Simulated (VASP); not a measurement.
## ScSi (relaxed from the NiAs type structure, space group P6_3/mmc): computed properties

The numbers are results of r2SCAN meta-GGA, VASP's PBE PAW potentials (set 64) (plane waves; VASP), not measurements.

- space group = P6_3/mmc (194)
- cell = a = b = 3.506 Å, c = 7.590 Å, α = β = 90.00°, γ = 120.00°
- volume per atom = 20.20 Å^3/atom
- band gap (over mesh and band path) = none (metal, semimetal or under 0.01 eV)
- density = 3.00 g/cm³

Space group P6₃/mmc (No. 194); a = b = 3.506 Å, c = 7.590 Å, α = β = 90.00°, γ = 120.00°

```csv
atom,site,symmetry,x,y,z
Sc,2a,-3m.,0.0000,0.0000,0.0000
Si,2c,-6m2,0.3333,0.6667,0.2500
```

The structure was generated: ScSi was put into the NiAs type type (P6_3/mmc), which need not be its known phase. It was relaxed first, which changed the volume by -25 %. Symmetry was kept, so distortions that lower it aren't found.
